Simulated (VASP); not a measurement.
Data:

```yaml
crystal:
  lattice:
    - [4.17168, 0.00000, 0.00000]
    - [0.00000, 4.17168, 0.00000]
    - [0.00000, 0.00000, 4.17168]
  atoms:
    - { symbol: V, position: [0.00000, 0.00000, 0.00000] }
    - { symbol: V, position: [0.50000, 0.50000, 0.00000] }
    - { symbol: V, position: [0.50000, 0.00000, 0.50000] }
    - { symbol: N, position: [0.50000, 0.50000, 0.50000] }
    - { symbol: N, position: [0.00000, 0.00000, 0.50000] }
    - { symbol: N, position: [0.00000, 0.50000, 0.00000] }
    - { symbol: N, position: [0.50000, 0.00000, 0.00000] }
    - { symbol: Nb, position: [0.00000, 0.50000, 0.50000] }
```

Method: PBEsol GGA, VASP's PBE PAW potentials (set 64) (plane waves; VASP 6.6.1). Settings: 520 eV cut-off, Gaussian smearing of 0.050 eV, potentials V_sv N Nb_sv.

**Question.** Give the energies of bands 29 to 42 at the high-symmetry points, in eV from the Fermi level.

**Answer.** 
| band | Γ | X | M | R |
|---|---|---|---|---|
| 29 | -4.03 | -3.90 | -5.75 | -6.13 |
| 30 | -3.39 | -3.90 | -5.75 | -6.10 |
| 31 | -3.39 | -3.77 | -5.67 | -6.10 |
| 32 | -3.39 | -3.77 | -5.10 | -6.10 |
| 33 | -2.52 | -3.35 | -0.19 | 0.58 |
| 34 | -2.52 | -2.78 | -0.10 | 0.58 |
| 35 | -2.52 | -0.04 | 0.13 | 0.58 |
| 36 | -1.59 | 0.00 | 0.13 | 0.62 |
| 37 | -1.59 | 0.00 | 0.68 | 0.62 |
| 38 | -1.59 | 0.26 | 0.68 | 0.96 |
| 39 | -0.41 | 0.26 | 0.72 | 0.96 |
| 40 | -0.41 | 0.31 | 0.85 | 0.96 |
| 41 | 0.49 | 0.83 | 0.93 | 1.43 |
| 42 | 0.87 | 0.83 | 1.32 | 2.54 |

It has no gap at this level: it comes out as a metal or semimetal.

The structure was generated: NbV3N4 was put into an ordered model structure (Pm-3m), which need not be its known phase. It was relaxed first. The run is not spin-polarised, so no magnetic state was tried.
